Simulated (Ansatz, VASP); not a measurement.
# TiO2 (Anatase) in two plane-wave programs, part 3 of 3

Wanted: the spread between two codes on one cell, functional and k mesh. The cell is taken from a series of runs on this material, whose earlier steps may have relaxed, scaled, displaced or heated it; both programs get it as it stands.

VASP 6.6.1 and Ansatz 0.2.0.

So far: The structure; VASP: zone-centre phonons, LDA.

**3. Ansatz: zone-centre phonons, LDA**

Level of this step: Ansatz beside VASP: Kohn-Sham DFT, plane waves, LDA (Ansatz).

Ansatz runs on its default PAW (the set named soft_2) files.

The same cell, functional (in two slightly different forms) and mesh now go to Ansatz, which takes its cutoff from its data sets.

Contents of input.yaml:

```yaml
crystal:
  lattice:
    - [-1.8696312604, 1.8696312604, 4.7277982416]
    - [1.8696312604, -1.8696312604, 4.7277982416]
    - [1.8696312604, 1.8696312604, -4.7277982416]
  atoms:
    - { symbol: Ti, position: [0.0, 0.0, 0.0] }
    - { symbol: Ti, position: [0.75, 0.25, 0.5] }
    - { symbol: O, position: [0.2079773217, 0.2079773217, 0.0] }
    - { symbol: O, position: [0.9579773217, 0.4579773217, 0.5] }
    - { symbol: O, position: [0.5420226783, 0.0420226783, 0.5] }
    - { symbol: O, position: [0.7920226783, 0.7920226783, 0.0] }
kpoints:
  mp_grid: { grid: [10, 10, 10] }
hamiltonian:
  xc: lda
scf:
  occupations: { method: fixed }
output:
  eigenvalues: true
phonons:
  method: fd
  supercell: [1, 1, 1]
  amplitude: 0.01
```

Started as:

```bash
$ ansatz run input.yaml --threads 4 --pin off --max-ram 15360MiB --backend cpu --events-out ev --progress --plain --runs-dir out
```

Numbers of over 12 decimals in the logs are rounded to 6 here.

The log of the run:

```text
Engine: ansatz 0.2.0, aarch64-unknown-linux-gnu
Pseudopotentials: kind: paw
Pseudopotential: Ti, paw, valence charge 12, recommended cutoff 420 eV (normal), Ti.paw.azcp
Pseudopotential: O, paw, valence charge 6, recommended cutoff 420 eV (normal), O.paw.azcp
Functional definition: SPW92
  exchange = slater_x
  correlation = pw_c
Crystal: 6 atoms, lattice volume = 66.104 Å³
Basis set: ecut = 420 eV, 1283 PW (Γ)
Bands: 30, of which v1, the nominal top of the filled ones, is band 24 counted from 1 (23 counted from 0)
Symmetry: 16 space group operations
k-points: 102 of 1000
Non-local potential: Ti, projectors of the file, l = 0: 3, l = 1: 2, l = 2: 3, l = 3: 1
Non-local potential: O, projectors of the file, l = 0: 2, l = 1: 2, l = 2: 1
PAW form: soft (Blöchl's): semilocal exchange-correlation on the pseudo side does not see the compensation charge
PAW frozen core: Ti, regenerated for the run's functional, and the local potential with it (the file was generated under x = pbe(κ = 0.804, μ = 0.219515), c = pbe(β = 0.066725))
PAW frozen core: O, regenerated for the run's functional, and the local potential with it (the file was generated under x = pbe(κ = 0.804, μ = 0.219515), c = pbe(β = 0.066725))
PAW one-centre angular grid: Ti, 590 points (default); XC on 64 Gauss nodes
PAW one-centre angular grid: O, 110 points (default); XC on 64 Gauss nodes
Initial density: superposition of atomic densities (neutral atoms: chi_scale 0, normalization atom), corrected by the library's trained network
Initial wavefunctions: pseudopotential atomic-orbital guess
Functional: x = slater, c = lda
SCF iter   1: F=—  HF=-7130.514060 eV  |F-HF|=—  |Δ(HF+E_count)|=         —  Δρ=1.90e-2  dr2=2.08e-1  ethr=1.77e-3  ⟨swp⟩=3.8  Hψ=11365  notcnv=0  defer=212
preconditioner: auto → none  [insulator: Δε(μ)=1.898 eV  Ē_g=9.633 eV  n_scr=14 (ndim 8)  ℏωp=25.8 eV  f_vac=0.096  ε∞_Penn≈8.2]
SCF iter   2: F=—  HF=-7130.523617 eV  |F-HF|=—  |Δ(HF+E_count)|=   9.56e-3  Δρ=2.17e-2  dr2=2.84e-1  ethr=4.34e-4  ⟨swp⟩=2.0  Hψ=5749  notcnv=0  defer=353
SCF iter   3: F=—  HF=-7130.466623 eV  |F-HF|=—  |Δ(HF+E_count)|=   5.70e-2  Δρ=3.10e-3  dr2=3.11e-3  ethr=4.34e-4  ⟨swp⟩=2.0  Hψ=4388  notcnv=0  defer=344
SCF iter   4: F=—  HF=-7130.465977 eV  |F-HF|=—  |Δ(HF+E_count)|=   6.46e-4  Δρ=9.11e-4  dr2=1.85e-4  ethr=6.48e-6  ⟨swp⟩=2.0  Hψ=5414  notcnv=0  defer=404
SCF iter   5: F=—  HF=-7130.465944 eV  |F-HF|=—  |Δ(HF+E_count)|=   3.31e-5  Δρ=2.47e-4  dr2=4.28e-5  ethr=3.86e-7  ⟨swp⟩=2.1  Hψ=4424  notcnv=0  defer=378
SCF iter   6: F=—  HF=-7130.465934 eV  |F-HF|=—  |Δ(HF+E_count)|=   9.54e-6  Δρ=1.83e-5  dr2=5.36e-8  ethr=8.91e-8  ⟨swp⟩=2.3  Hψ=4592  notcnv=0  defer=171
SCF iter   7: F=—  HF=-7130.465935 eV  |F-HF|=—  |Δ(HF+E_count)|=   1.01e-6  Δρ=2.99e-6  dr2=1.39e-9  ethr=1.12e-10  ⟨swp⟩=1.9  Hψ=4885  notcnv=0  defer=168
SCF iter   8: F=-7130.465935 eV  HF=-7130.465935 eV  |F-HF|=4.55e-12  |Δ(HF+E_count)|=  6.64e-11  Δρ=3.55e-7  dr2=2.25e-11  ethr=2.08e-12  ⟨swp⟩=9.7  Hψ=12806  notcnv=0
SCF 1 converged in 8 iterations: F = -7130.465935 eV  dr2 = 2.25e-11
  greatest PAW one-centre occupation: 0.999 electrons in one spin orbital (limit 2), on the Ti atom at site 1 (counted from 0), in its partial waves of l = 0
Symmetry: 4 space group operations
k-points: 171 of 1000 (time reversal used)
Initial density: handed on by an earlier stage of this run
Initial wavefunctions: those handed on with the density
iter 1 solved again at ethr=1.13e-6 eV; its pass at ethr=3.10e-3 eV (dr2=5.43e-4 eV) is discarded
SCF iter   1: F=—  HF=-7130.465230 eV  |F-HF|=—  |Δ(HF+E_count)|=         —  Δρ=1.16e-3  dr2=5.70e-4  ethr=1.13e-6  ⟨swp⟩=2.0  Hψ=25809  notcnv=0  defer=663
preconditioner: auto → none  [insulator: Δε(μ)=2.103 eV  Ē_g=9.748 eV  n_scr=14 (ndim 8)  ℏωp=25.8 eV  f_vac=0.087  ε∞_Penn≈8.0]
[...]
SCF 2 converged in 9 iterations: F = -7130.465075 eV  dr2 = 3.68e-11
  greatest PAW one-centre occupation: 0.999 electrons in one spin orbital (limit 2), on the Ti atom at site 0 (counted from 0), in its partial waves of l = 0
Symmetry: 2 space group operations
k-points: 282 of 1000 (time reversal used)
[...]
preconditioner: auto → none  [insulator: Δε(μ)=2.104 eV  Ē_g=9.748 eV  n_scr=14 (ndim 8)  ℏωp=25.8 eV  f_vac=0.086  ε∞_Penn≈8.0]
[...]
SCF 3 converged in 10 iterations: F = -7130.465700 eV  dr2 = 2.22e-12
Symmetry: 1 space group operations
k-points: 504 of 1000 (time reversal used)
[...]
preconditioner: auto → none  [insulator: Δε(μ)=2.097 eV  Ē_g=9.745 eV  n_scr=14 (ndim 8)  ℏωp=25.8 eV  f_vac=0.086  ε∞_Penn≈8.0]
[...]
SCF iter   7: F=—  HF=-7130.465393 eV  |F-HF|=—  |Δ(HF+E_count)|=   1.74e-9  Δρ=2.64e-6  dr2=2.07e-9  ethr=2.08e-11  ⟨swp⟩=2.5  Hψ=27856  notcnv=0  defer=1242
SCF iter   8: F=—  HF=-7130.465393 eV  |F-HF|=—  |Δ(HF+E_count)|=  4.09e-11  Δρ=1.57e-6  dr2=1.04e-9  ethr=4.30e-12  ⟨swp⟩=2.0  Hψ=22240  notcnv=0  defer=1242
SCF iter   9: F=-7130.465393 eV  HF=-7130.465393 eV  |F-HF|=4.27e-11  |Δ(HF+E_count)|=  1.52e-10  Δρ=4.88e-7  dr2=6.77e-11  ethr=1.00e-12  ⟨swp⟩=4.3  Hψ=59644  notcnv=0
SCF 4 converged in 9 iterations: F = -7130.465393 eV  dr2 = 6.77e-11
iter 1 solved again at ethr=1.79e-9 eV; its pass at ethr=3.10e-3 eV (dr2=8.61e-7 eV) is discarded
SCF iter   1: F=—  HF=-7130.465392 eV  |F-HF|=—  |Δ(HF+E_count)|=         —  Δρ=2.82e-5  dr2=4.71e-7  ethr=1.79e-9  ⟨swp⟩=3.0  Hψ=62524  notcnv=0  defer=831
preconditioner: auto → none  [insulator: Δε(μ)=2.108 eV  Ē_g=9.747 eV  n_scr=14 (ndim 8)  ℏωp=25.8 eV  f_vac=0.086  ε∞_Penn≈8.0]
SCF iter   2: F=—  HF=-7130.465392 eV  |F-HF|=—  |Δ(HF+E_count)|=   6.08e-8  Δρ=3.58e-5  dr2=7.58e-7  ethr=9.81e-10  ⟨swp⟩=3.5  Hψ=33275  notcnv=0  defer=831
SCF iter   3: F=—  HF=-7130.465392 eV  |F-HF|=—  |Δ(HF+E_count)|=   1.49e-7  Δρ=9.12e-6  dr2=1.32e-8  ethr=9.81e-10  ⟨swp⟩=2.0  Hψ=21777  notcnv=0  defer=831
SCF iter   4: F=—  HF=-7130.465392 eV  |F-HF|=—  |Δ(HF+E_count)|=   2.08e-9  Δρ=4.01e-6  dr2=9.20e-9  ethr=2.75e-11  ⟨swp⟩=2.1  Hψ=22316  notcnv=0  defer=831
SCF iter   5: F=—  HF=-7130.465392 eV  |F-HF|=—  |Δ(HF+E_count)|=   1.71e-9  Δρ=9.50e-7  dr2=1.87e-10  ethr=1.92e-11  ⟨swp⟩=2.0  Hψ=20338  notcnv=0  defer=831
SCF iter   6: F=-7130.465392 eV  HF=-7130.465392 eV  |F-HF|=6.37e-12  |Δ(HF+E_count)|=  2.00e-11  Δρ=3.10e-7  dr2=1.74e-11  ethr=1.00e-12  ⟨swp⟩=5.1  Hψ=52716  notcnv=0
SCF 5 converged in 6 iterations: F = -7130.465392 eV  dr2 = 1.74e-11
SCF converged after 8 iterations
Free energy (F): -7130.465935 eV
Harris-Foulkes:  -7130.465935 eV  (|F-HF|=4.55e-12)
Internal energy: -7130.465935 eV  (E = F + TS)
E sigma→0 (E₀):  -7130.465935 eV
Fermi energy:    7.345890 eV
--- Per-component energies (eV) ---
  E_band       = -446.659031
  E_kinetic    = 1246.003126
  E_local      = -3528.052795  (includes V_loc(G=0)·N_el)
  E_nonlocal   = 212.204360
  E_hartree    = 1362.834292
  E_xc         = -486.066925
  E_vxc        = -619.803579  (∫ρ·V_xc dr)
  E_paw        = -2581.706369  (= ΣΔE_a)
  E_vpaw       = -482.688951  (= ΣTr[D̂ρ^β])
  E_aug_tail   = 0.010207  (compensation charges beyond the density's cutoff)
  E_ewald      = -3356.731418
  E_core_change = 1.039587  (= ΣΔE_core)
  E_smearing   = -0.000000  (= −TS)
  E_closure    = -0.000000  (closes the sum)
  Σ components = -7130.465935   (vs F -7130.465935, Δ=0.00e0)
--- Forces (eV/Å), atoms counted from 1 ---
  atom   1  Ti     0.00000000     0.00000000     0.00000000
  atom   2  Ti     0.00000000     0.00000000     0.00000000
  atom   3  O      0.00000000    -0.00000000    -0.00012150
  atom   4  O     -0.00000000     0.00000000    -0.00012150
  atom   5  O      0.00000000    -0.00000000     0.00012150
  atom   6  O      0.00000000     0.00000000     0.00012150
  max |Σ_I F_I| component: 1.05e-17 eV/Å
--- Band table (eV; the first three rows and the last of 102) ---
  k-point 0: bands = [... 20 lower, 6.5953, 6.5953, 6.8507, 6.8507, 9.4486, 10.2491, 11.4778, 11.4778, ... 2 higher]
  k-point 1: bands = [... 20 lower, 6.3502, 6.3858, 6.5937, 6.9950, 9.9167, 10.3139, 11.0523, 11.2972, ... 2 higher]
  k-point 2: bands = [... 20 lower, 5.7730, 6.1736, 6.7389, 7.0978, 10.3558, 10.6056, 10.7591, 11.0945, ... 2 higher]
  k-point 101: bands = [... 20 lower, 6.0721, 6.0721, 7.2448, 7.2448, 9.8335, 9.8335, 11.2434, 11.2434, ... 2 higher]
--- Phonons: 4 displaced members + reference (amplitude 0.01 Å, Σ member SCF iterations 34) ---
  symmetry images taken by strict's conditions (phonons.symmetry_images: auto; settled by the asymmetry read); asymmetry of the core-correction force 8.7e-7 eV/Å at the most on a site, 3.5e-6 eV/Å summed over every site of the supercell
  ASR residual: 5.730e-3 → 0.000e0 eV/Å²; symmetrization residual: 3.711e-3 eV/Å²
  largest component of a force at the reference: 1.2e-4 eV/Å
  ASR residual per site (eV/Å²): 5.73e-3 5.73e-3 4.30e-3 4.30e-3 4.30e-3 4.30e-3
  Γ frequencies (cm⁻¹): 0.00 0.00 0.00 149.59 149.59 164.87 164.87 240.11 240.11 346.76 383.78 441.40 441.40 502.85 527.80 550.83 637.26 637.26
  density of states and harmonic sums: on the 18×18×23 q-mesh, interpolated from the force constants of a 1×1×1 supercell (no non-analytic term)
  largest difference from the sums on the solved wave vectors: F 3.64e-1 eV, S 6.21e-4 and C_V 2.57e-4 eV/K
  zero-point energy: 0.375718 eV/cell   skipped modes (ω ≤ 0): 41, of them read as no rigid motion or as one in doubt: 38 (1.449e-2 modes/cell left out, lowest -33.10 cm⁻¹)   left out of the sums: 8.28e-4 of the cell's modes: C_V's classical limit lies that fraction below 3 k_B per atom; for a crystal, a wire or a layer, F and S can be off by more, and a phonons.interpolated_qmesh denser along its periods is the remedy for the sampling
```

In the SCF lines HF is the Harris–Foulkes energy and dr2 the Hartree energy of the density residual, in eV; the loop may stop once dr2 is under the threshold and the program's other checks hold. Hψ counts applications of the Hamiltonian.

**4. Differences**

Known differences besides the potentials themselves: the two LDA forms differ slightly; fixed occupations in Ansatz, narrow Gaussian smearing in VASP; the cutoff is 420 eV in Ansatz and 600 eV in VASP; VASP's log shows a relativistic correction to its local exchange, Ansatz's none. Total energies have different zeros and are not compared.

The two programs side by side:

```
                    quantity  Ansatz   VASP  difference
  optical mode 1 to 2 (cm⁻¹)   149.6  159.5     -6.19 %
  optical mode 3 to 4 (cm⁻¹)   164.9  161.4     +2.15 %
  optical mode 5 to 6 (cm⁻¹)   240.1  248.4     -3.34 %
       optical mode 7 (cm⁻¹)   346.8  357.7     -3.06 %
       optical mode 8 (cm⁻¹)   383.8  391.9     -2.08 %
 optical mode 9 to 10 (cm⁻¹)   441.4  458.2     -3.66 %
      optical mode 11 (cm⁻¹)   502.9  507.9     -1.00 %
      optical mode 12 (cm⁻¹)   527.8  531.7     -0.74 %
      optical mode 13 (cm⁻¹)   550.8  552.6     -0.33 %
optical mode 14 to 15 (cm⁻¹)   637.3  650.9     -2.10 %
```

Modes are paired by rising frequency, not by their patterns, so a pair may set unlike modes beside each other; they are those without the splitting of longitudinal modes.

**5. What came out**

| Quantity | Value |
| --- | --- |
| r.m.s. difference of the optical zone-centre modes, each program's sorted by frequency (zone-centre phonons, LDA) | 10 cm⁻¹ |
| difference in optical mode 1 to 2 (zone-centre phonons, LDA) | -6.2 % |

**Reading.** The r.m.s. difference of the optical zone-centre modes, each program's sorted by frequency is 10 cm⁻¹ (zone-centre phonons, LDA). Among the rows given in per cent, the largest difference of the zone-centre phonons, LDA pair is in optical mode 1 to 2, -6.2 %. Such differences can come from data sets, numerical settings and the points named under the comparisons, not from the functional's error against experiment.

[Lines on the potential files, build, host, timing and source positions are cut from VASP's logs without a mark.]

[Logs are printed without paths, hosts, clocks, repeated set-up lines and the standing remarks that a program may print on its own settings, such as how far it seeks lower states.]

[Hosts, paths, dates, database ids (printed as entryN), source tags and the programs' standing remarks are cut or masked in the printed files.]
